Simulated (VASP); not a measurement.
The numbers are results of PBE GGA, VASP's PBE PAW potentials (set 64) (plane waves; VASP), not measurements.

The input files of a VASP run:

File KPOINTS:
```
Automatic mesh
0
Gamma
13 13 8
0 0 0
```

INCAR:
```
ALGO = Normal
EDIFF = 1E-7
ENCUT = 400
GGA = PE
ISIF = 2
ISMEAR = -5
LASPH = .TRUE.
LCHARG = .TRUE.
LMAXMIX = 6
LORBIT = 11
LREAL = .FALSE.
LWAVE = .FALSE.
NEDOS = 601
NELM = 100
PREC = Accurate
SYSTEM = Ho
```

**POSCAR**
```
Ho
1
    1.8039385608    -3.1245132967    -0.0000000000
    1.8039385608     3.1245132967     0.0000000000
   -0.0000000000     0.0000000000     5.5562598429
Ho
2
Direct
  0.3333330000   0.6666670000   0.2500000000
  0.6666670000   0.3333330000   0.7500000000
```

POTCAR, in this order: Ho_3 (PBE.64 set). Program: vasp_std.

The resulting files:

### OSZICAR
```
       N       E                     dE             d eps       ncg     rms          rms(c)
DAV:   1     0.542847708564E+02    0.54285E+02   -0.76078E+03  3318   0.108E+03
DAV:   2    -0.545464852749E+01   -0.59739E+02   -0.58560E+02  4092   0.431E+02
DAV:   3    -0.886386881468E+01   -0.34092E+01   -0.32150E+01  4623   0.710E+01
DAV:   4    -0.901444849396E+01   -0.15058E+00   -0.14430E+00  4725   0.985E+00
DAV:   5    -0.901842546303E+01   -0.39770E-02   -0.39491E-02  4597   0.167E+00    0.241E+01
DAV:   6    -0.901914688177E+01   -0.72142E-03   -0.25659E-02  4565   0.209E+00    0.144E+01
DAV:   7    -0.902774953923E+01   -0.86027E-02   -0.47430E-02  4365   0.294E+00    0.305E-01
DAV:   8    -0.902745444477E+01    0.29509E-03   -0.28891E-03  4028   0.577E-01    0.613E-02
DAV:   9    -0.902746940827E+01   -0.14963E-04   -0.21287E-04  4597   0.175E-01    0.329E-02
DAV:  10    -0.902746411221E+01    0.52961E-05   -0.28278E-05  4589   0.557E-02    0.441E-02
DAV:  11    -0.902746448451E+01   -0.37229E-06   -0.25191E-06  4387   0.156E-02    0.417E-03
DAV:  12    -0.902746472187E+01   -0.23736E-06   -0.20183E-07  2591   0.577E-03    0.165E-03
DAV:  13    -0.902746472415E+01   -0.22821E-08   -0.48237E-08  2290   0.593E-03
   1 F= -.90274647E+01 E0= -.90274647E+01  d E =0.000000E+00
```

### OUTCAR
```
------------------------ aborting loop because EDIFF is reached ----------------------------------------
  FORCE on cell =-STRESS in cart. coord.  units (eV):
  Direction    XX          YY          ZZ          XY          YZ          ZX
  --------------------------------------------------------------------------------------
  Total        0.0014696      0.0014696      0.1708829      0.0000000      0.0000000      0.0000000
  in kB        0.0375930      0.0375930      4.3711176      0.0000000      0.0000000      0.0000000
  external PRESSURE =       1.4821012 kB  Pullay stress =       0.0000000 kB
  volume of cell :       62.63
      direct lattice vectors                 reciprocal lattice vectors
     1.803938561 -3.124513297  0.000000000     0.277171302 -0.160024923  0.000000000
     1.803938561  3.124513297  0.000000000     0.277171302  0.160024923  0.000000000
     0.000000000  0.000000000  5.556259843     0.000000000  0.000000000  0.179977184
 POSITION                                       TOTAL-FORCE (eV/Angst)
 -----------------------------------------------------------------------------------
      1.80394      1.04151      1.38906         0.000000      0.000000      0.000000
      1.80394     -1.04151      4.16719        -0.000000     -0.000000      0.000000
 -----------------------------------------------------------------------------------
    total drift:                               -0.000003      0.000091     -0.000011
  FREE ENERGIE OF THE ION-ELECTRON SYSTEM (eV)
  ---------------------------------------------------
  free  energy   TOTEN  =        -9.0274647242 eV

  energy  without entropy=       -9.0274647242  energy(sigma->0) =       -9.02746472

 total charge

# of ion       s       p       d       tot
------------------------------------------
    1        0.478   6.451   1.078   8.007
    2        0.478   6.451   1.078   8.007
--------------------------------------------------
tot          0.956  12.902   2.157  16.014
```
(Selected blocks of OUTCAR.)

The 4f electrons are frozen in the core of the lanthanide potential, so 4f levels, which can set the real gap, and their magnetism are missing. For a metal the tetrahedron method with Blöchl corrections gives inexact stress and forces.

The compound is Ho in the hcp structure. It was relaxed first.
